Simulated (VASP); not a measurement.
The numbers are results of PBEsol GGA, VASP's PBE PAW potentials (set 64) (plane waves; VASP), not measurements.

The input files of a VASP run:

### KPOINTS
```
kpoints
0
G
3 7 1
```

**INCAR**
```
# general
SYSTEM = Ca(211) slab
PREC   = Normal
ENCUT  = 400
LREAL  = F   # projection in real space or not
LASPH  = T

# electronic loop
EDIFF  = 1E-6   # SCF stop (eV)
NELM   = 100   # most electronic steps
NELMIN = 4
ALGO   = Normal

# smearing
ISMEAR = 1   # Methfessel-Paxton
SIGMA  = 0.1

# functional
GGA    = PS   # PBEsol

# output
LWAVE  = F
LCHARG = F
LORBIT = 11
LVHAR  = T

# other
LDIPOL = T
IDIPOL = 3
DIPOL  = 0.5 0.5 0.5
```

File POSCAR:
```
Ca(211) slab
1
    9.4506116521     0.0000000000     0.0000000000
    0.0000000000     3.8581960111     0.0000000000
    0.0000000000     0.0000000000    23.5776296149
Ca
8
Direct
  0.8270647140   0.2500000000   0.3396479676
  0.1599204125   0.7500000000   0.3831044222
  0.4999463039   0.2500000000   0.4299335148
  0.8327591529   0.7500000000   0.4764174803
  0.1672408471   0.2500000000   0.5235825197
  0.5000536961   0.7500000000   0.5700664852
  0.8400795875   0.2500000000   0.6168955778
  0.1729352860   0.7500000000   0.6603520324
```

POTCAR, in this order: Ca_sv (PBE.64 set). Program: vasp_std. Read from the step before: WAVECAR.

The run wrote:

OUTCAR:
```
 ion  position               nearest neighbor table
   1  0.827  0.250  0.340-
   2  0.160  0.750  0.383-
   3  0.500  0.250  0.430-
   4  0.833  0.750  0.476-
   5  0.167  0.250  0.524-
   6  0.500  0.750  0.570-
   7  0.840  0.250  0.617-
   8  0.173  0.750  0.660-
  LATTYP: Found a simple orthorhombic cell.
 ALAT       =     3.8581960111
 B/A-ratio  =     2.4494897680
 C/A-ratio  =     6.1110502284
 Subroutine PRICEL returns:
 Original cell was already a primitive cell.
 Subroutine GETGRP returns: Found  4 space group operations
The static configuration has the point symmetry S_2 .
 The point group associated with its full space group is C_2h.
The dynamic configuration has the point symmetry S_2 .
 Subroutine INISYM returns: Found  4 space group operations
 Subroutine IBZKPT returns following result:
 Found      8 irreducible k-points:

 Following reciprocal coordinates:
            Coordinates               Weight
  0.000000  0.000000  0.000000      1.000000
  0.333333  0.000000  0.000000      2.000000
  0.000000  0.142857  0.000000      2.000000
  0.333333  0.142857  0.000000      4.000000
  0.000000  0.285714  0.000000      2.000000
  0.333333  0.285714  0.000000      4.000000
  0.000000  0.428571  0.000000      2.000000
  0.333333  0.428571  0.000000      4.000000
   k-points           NKPTS =      8   k-points in BZ     NKDIM =      8   number of bands    NBANDS=     48
   number of dos      NEDOS =    301   number of ions     NIONS =      8
   total plane-waves  NPLWV = 115200
   dimension x,y,z NGX =    48 NGY =   20 NGZ =  120
   dimension x,y,z NGXF=    96 NGYF=   40 NGZF=  240
   ions per type =               8
   PREC   = normal    normal or accurate (medium, high low for compatibility)
...
```

File OSZICAR:
```
       N       E                     dE             d eps       ncg     rms          rms(c)
DAV:   1    -0.144389241245E+02   -0.14439E+02   -0.12845E-04   896   0.345E-02    0.139E-02
DAV:   2    -0.144388926566E+02    0.31468E-04   -0.19064E-04   864   0.426E-02    0.621E-03
DAV:   3    -0.144388895932E+02    0.30634E-05   -0.19431E-05   688   0.150E-02    0.174E-03
DAV:   4    -0.144388898144E+02   -0.22114E-06   -0.17802E-06   704   0.415E-03
   1 F= -.14438890E+02 E0= -.14439041E+02  d E =0.453964E-03
```

OUTCAR:
```
------------------------ aborting loop because EDIFF is reached ----------------------------------------
  FORCE on cell =-STRESS in cart. coord.  units (eV):
  Direction    XX          YY          ZZ          XY          YZ          ZX
  --------------------------------------------------------------------------------------
  Total       -0.8676498     -0.4076166      0.0104642      0.0000000      0.0000000      0.2064211
  in kB       -1.6170026     -0.7596581      0.0195016      0.0000000      0.0000000      0.3846983
  external PRESSURE =      -0.7857197 kB  Pullay stress =       0.0000000 kB
  volume of cell :      859.69
      direct lattice vectors                 reciprocal lattice vectors
     9.450611652  0.000000000  0.000000000     0.105813257  0.000000000  0.000000000
     0.000000000  3.858196011  0.000000000     0.000000000  0.259188490  0.000000000
     0.000000000  0.000000000 23.577629615     0.000000000  0.000000000  0.042413085
 POSITION                                       TOTAL-FORCE (eV/Angst)
 -----------------------------------------------------------------------------------
      7.81627      0.96455      8.00809        -0.011381     -0.000000     -0.007295
      1.51135      2.89365      9.03269        -0.013921      0.000000     -0.011774
      4.72480      0.96455     10.13681        -0.009880     -0.000000      0.004970
      7.87008      2.89365     11.23279        -0.022083     -0.000000      0.007740
      1.58053      0.96455     12.34483         0.022083     -0.000000     -0.007740
      4.72581      2.89365     13.44082         0.009880     -0.000000     -0.004970
      7.93927      0.96455     14.54494         0.013921     -0.000000      0.011774
      1.63434      2.89365     15.56954         0.011381     -0.000000      0.007295
 -----------------------------------------------------------------------------------
    total drift:                                0.000000      0.000000     -0.000000
  FREE ENERGIE OF THE ION-ELECTRON SYSTEM (eV)
  ---------------------------------------------------
  free  energy   TOTEN  =       -14.4388898144 eV

  energy  without entropy=      -14.4393437783  energy(sigma->0) =      -14.43904114

 total charge

# of ion       s       p       d       tot
------------------------------------------
    1        2.102   5.822   0.140   8.064
    2        2.096   5.824   0.154   8.073
    3        2.091   5.826   0.160   8.078
    4        2.088   5.830   0.175   8.093
    5        2.088   5.830   0.175   8.093
    6        2.091   5.826   0.160   8.078
    7        2.096   5.824   0.154   8.073
    8        2.102   5.822   0.140   8.064
--------------------------------------------------
tot         16.754  46.604   1.258  64.615
```
(Selected blocks of OUTCAR.)

The cell is a thin slab with vacuum, built from Ca (fcc): (211) face.
